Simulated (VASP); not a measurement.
Input:

```yaml
crystal:
  lattice:
    - [0.00000, 2.95757, 2.95757]
    - [2.95757, 0.00000, 2.95757]
    - [2.95757, 2.95757, 0.00000]
  atoms:
    - { symbol: Pb, position: [0.00000, 0.00000, 0.00000] }
    - { symbol: F, position: [0.25000, 0.25000, 0.25000] }
    - { symbol: F, position: [0.75000, 0.75000, 0.75000] }
```

Computed with vdW-DF-cx, VASP's PBE PAW potentials (set 64) (plane waves; VASP). Settings: 520 eV cut-off, Gaussian smearing of 0.050 eV, potentials Pb_d F.

Unless said otherwise, spin-orbit coupling is left out, though it shifts the bands of the heavy elements here.

Give the energies of bands 8 to 17 at the high-symmetry points, in eV from the valence-band maximum.

```json
[
 {"band": "8", "Γ": "-4.67", "X": "-6.49", "U": "-6.41", "L": "-5.97", "W": "-6.44"},
 {"band": "9", "Γ": "-2.48", "X": "-3.58", "U": "-3.52", "L": "-3.05", "W": "-3.75"},
 {"band": "10", "Γ": "-2.48", "X": "-3.58", "U": "-3.35", "L": "-2.70", "W": "-2.70"},
 {"band": "11", "Γ": "-2.48", "X": "-1.56", "U": "-2.08", "L": "-2.70", "W": "-2.70"},
 {"band": "12", "Γ": "-1.99", "X": "-1.56", "U": "-1.71", "L": "-2.15", "W": "-1.62"},
 {"band": "13", "Γ": "-1.99", "X": "-1.56", "U": "-1.57", "L": "-2.15", "W": "-1.50"},
 {"band": "14", "Γ": "-1.99", "X": "-0.15", "U": "-0.03", "L": "-0.03", "W": "0.00"},
 {"band": "15", "Γ": "6.75", "X": "4.42", "U": "5.33", "L": "5.05", "W": "6.07"},
 {"band": "16", "Γ": "6.75", "X": "7.91", "U": "6.70", "L": "7.66", "W": "6.07"},
 {"band": "17", "Γ": "6.75", "X": "7.91", "U": "7.89", "L": "7.66", "W": "7.52"}
]
```

The gap is indirect, 4.42 eV, from the valence maximum at W to the conduction minimum at X.

The compound is PbF2 in the fluorite structure, the β form. It was relaxed first.
